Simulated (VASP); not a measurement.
A run of VASP 6.6.1 is set up as follows.

Contents of INCAR:

```
SYSTEM = LiCr4FeO8
PREC = Accurate
ENCUT = 520
EDIFF = 1E-6
ISMEAR = 0
SIGMA = 0.05
LREAL = .False.
LASPH = .True.
NELM = 150
ALGO = Normal
ISIF = 2
LWAVE = .False.
LCHARG = .False.
ISPIN = 2
MAGMOM = 0 2.75 2.75 2.75 2.75 4.21 0 0 0 0 0 0 0 0
LORBIT = 11
LMAXMIX = 4
LDAU = .True.
LDAUTYPE = 2
LDAUL = -1 2 2 -1
LDAUU = 0 3.7 4 0
LDAUJ = 0 0 0 0
LDAUPRINT = 1
GGA = PE
NBANDS = 70
```

File KPOINTS:

```
Automatic mesh
0
Gamma
  4 4 4
  0 0 0
```

The input POSCAR:

```
LiCr4FeO8
1.0
    0.0000000000      4.2154178454      4.2154178454
    4.2154178454      0.0000000000      4.2154178454
    4.2154178454      4.2154178454      0.0000000000
Li Cr Fe O
1 4 1 8
Direct
    0.0000000000      0.0000000000      0.0000000000
    0.6282681486      0.6282681486      0.6282681486
    0.6282681486      0.6282681486      0.1151955541
    0.6282681486      0.1151955541      0.6282681486
    0.1151955541      0.6282681486      0.6282681486
    0.2500000000      0.2500000000      0.2500000000
    0.8619330855      0.8619330855      0.8619330855
    0.8619330855      0.8619330855      0.4142007434
    0.8619330855      0.4142007434      0.8619330855
    0.4142007434      0.8619330855      0.8619330855
    0.3823786338      0.3823786338      0.3823786338
    0.3823786338      0.3823786338      0.8528640986
    0.3823786338      0.8528640986      0.3823786338
    0.8528640986      0.3823786338      0.3823786338
```

Potentials or basis: VASP PAW PBE potentials, release 64 (Li_sv, Cr_pv, Fe, O).

Command:

```bash
$ cat potpaw_PBE.64/Li_sv/POTCAR potpaw_PBE.64/Cr_pv/POTCAR potpaw_PBE.64/Fe/POTCAR potpaw_PBE.64/O/POTCAR > POTCAR
$ mpirun -np 1 vasp_std > vasp.out
```

Task: What does it give for the site moments?

Result: Li +0.00; Cr +2.99; Fe +4.28; O -0.04, +0.10 μB.

Task: Estimate the largest force.

Result: 0.312 eV/Å.

Task: What does it give for the net moment?

Result: 17.00 μB per cell.

Forces in eV/Å, atoms in the order of the input:
```
Li   0.000  0.000  0.000
Cr  -0.091 -0.091 -0.091
Cr   0.091  0.091 -0.091
Cr   0.091 -0.091  0.091
Cr  -0.091  0.091  0.091
Fe   0.000  0.000  0.000
O    0.180  0.180  0.180
O   -0.180 -0.180  0.180
O   -0.180  0.180 -0.180
O    0.180 -0.180 -0.180
O   -0.114 -0.114 -0.114
O    0.114  0.114 -0.114
O    0.114 -0.114  0.114
O   -0.114  0.114  0.114
```

 The state reached can hang on the start; a lower one may exist.
